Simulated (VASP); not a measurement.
Calculation: PBE GGA, VASP's PBE PAW potentials (set 64) (plane waves; VASP).

The input files of a VASP run:

INCAR:
```
EDIFFG=-0.02   # ionic stop
LWAVE=.FALSE.
PSTRESS=100   # kbar
LREAL=.FALSE.   # projection in real space or not
PREC=Accurate
LCHARG=.FALSE.
ISIF=3   # ions, shape and volume
ENCUT=620   # plane-wave cut-off (eV)
LMAXMIX=4   # l cut-off of mixed one-centre charges
GGA=PE
EDIFF=1E-6
NSW=40   # most ionic steps
SYSTEM=TiB2
LASPH=.TRUE.   # aspherical one-centre terms
SIGMA=0.1
NELM=100
ISMEAR=1   # Methfessel-Paxton
ALGO=Normal
IBRION=2   # conjugate gradients
```

POSCAR:
```
TiB2
1.0
  1.4999620722  -2.5980105470   0.0000000000
  1.4999620722   2.5980105470   0.0000000000
  0.0000000000   0.0000000000   3.1754570344
Ti B
1 2
Cart
  2.9999241444   0.0000000000   0.0000000000
  1.4999620722   0.8660052477   1.5877285172
  1.4999620722  -0.8660052477   1.5877285172
```

File KPOINTS:
```
Regular mesh
0
Gamma
 12 12 10
```

POTCAR, in this order: Ti_sv B (PBE.64 set). Program: vasp_std.

Output of the run:

### OSZICAR
```
       N       E                     dE             d eps       ncg     rms          rms(c)
DAV:   1     0.142055355998E+03    0.14206E+03   -0.10518E+04  2964   0.183E+03
DAV:   2    -0.185810848750E+02   -0.16064E+03   -0.15627E+03  3004   0.422E+02
DAV:   3    -0.292034935643E+02   -0.10622E+02   -0.10508E+02  4316   0.101E+02
DAV:   4    -0.295766720535E+02   -0.37318E+00   -0.37247E+00  3822   0.173E+01
DAV:   5    -0.295877328676E+02   -0.11061E-01   -0.11060E-01  4252   0.269E+00    0.176E+01
DAV:   6    -0.243556782131E+02    0.52321E+01   -0.25621E+01  3954   0.606E+01    0.405E+00
DAV:   7    -0.243976336659E+02   -0.41955E-01   -0.15640E+00  3245   0.148E+01    0.353E+00
DAV:   8    -0.244085034908E+02   -0.10870E-01   -0.15181E-01  4382   0.350E+00    0.690E-01
DAV:   9    -0.244033461882E+02    0.51573E-02   -0.57113E-02  3981   0.322E+00    0.279E-01
DAV:  10    -0.244026865812E+02    0.65961E-03   -0.50027E-03  3764   0.102E+00    0.760E-02
DAV:  11    -0.244026688045E+02    0.17777E-04   -0.23885E-04  4120   0.206E-01    0.563E-02
DAV:  12    -0.244026518887E+02    0.16916E-04   -0.11740E-04  3787   0.150E-01    0.975E-03
DAV:  13    -0.244026511208E+02    0.76786E-06   -0.10720E-05  3623   0.448E-02    0.266E-03
DAV:  14    -0.244026511338E+02   -0.13013E-07   -0.21478E-07  1647   0.631E-03
   1 F= -.22857942E+02 E0= -.22857696E+02  d E =-.228579E+02
```

OUTCAR:
```
------------------------ aborting loop because EDIFF is reached ----------------------------------------
  FORCE on cell =-STRESS in cart. coord.  units (eV):
  Direction    XX          YY          ZZ          XY          YZ          ZX
  --------------------------------------------------------------------------------------
  Total        1.5511510      1.5511510      1.5318297      0.0000000     -0.0000000      0.0000000
  in kB      100.4169985    100.4170007     99.1661914      0.0000000     -0.0000000      0.0000000
  external PRESSURE =       0.0000636 kB  Pullay stress =     100.0000000 kB
  volume of cell :       24.75
      direct lattice vectors                 reciprocal lattice vectors
     1.499962072 -2.598010547  0.000000000     0.333341762 -0.192454954  0.000000000
     1.499962072  2.598010547  0.000000000     0.333341762  0.192454954  0.000000000
     0.000000000  0.000000000  3.175457034     0.000000000  0.000000000  0.314915299
 POSITION                                       TOTAL-FORCE (eV/Angst)
 -----------------------------------------------------------------------------------
      0.00000      0.00000      0.00000         0.000000      0.000000      0.000000
      1.49996      0.86601      1.58773         0.000000      0.000000      0.000000
      1.49996     -0.86601      1.58773        -0.000000      0.000000     -0.000000
 -----------------------------------------------------------------------------------
    total drift:                               -0.000000      0.000000      0.000000
  FREE ENERGIE OF THE ION-ELECTRON SYSTEM (eV)
  ---------------------------------------------------
  free  energy   TOTEN  =       -24.4026511338 eV

  energy  without entropy=      -24.4019157029  energy(sigma->0) =      -24.40240599
  enthalpy is  TOTEN    =       -22.8579415478 eV   P V=        1.5447095860

 reached required accuracy - stopping structural energy minimisation
```
(Selected blocks of OUTCAR.)

The compound is TiB2 in the AlB2 type structure. It was relaxed first under an external pressure of 10 GPa.
